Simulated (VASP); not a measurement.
Data:

```yaml
crystal:
  lattice:
    - [1.94277, -3.36497, 0.00000]
    - [1.94277, 3.36497, 0.00000]
    - [0.00000, 0.00000, 12.53297]
  atoms:
    - { symbol: La, position: [0.00000, 0.00000, 0.50000] }
    - { symbol: La, position: [0.00000, 0.00000, 0.00000] }
    - { symbol: La, position: [0.33333, 0.66667, 0.25000] }
    - { symbol: La, position: [0.66667, 0.33333, 0.75000] }
```

These are vdW-DF2, VASP's PBE PAW potentials (set 64) (plane waves; VASP) values and carry that method's errors. Run with 520 eV cut-off, Gaussian smearing of 0.050 eV, potentials La.

Question: Estimate the band gap (along the path) with the smallest direct gap where there is one.

Answer: 
```json
{
 "band gap (along the path)": "none (metal, semimetal or under 0.01 eV)"
}
```

The absolute energy has meaning only against runs of the same code, potentials and settings.

The compound is La in the dhcp structure. It was relaxed first, which changed the volume by +9 %.
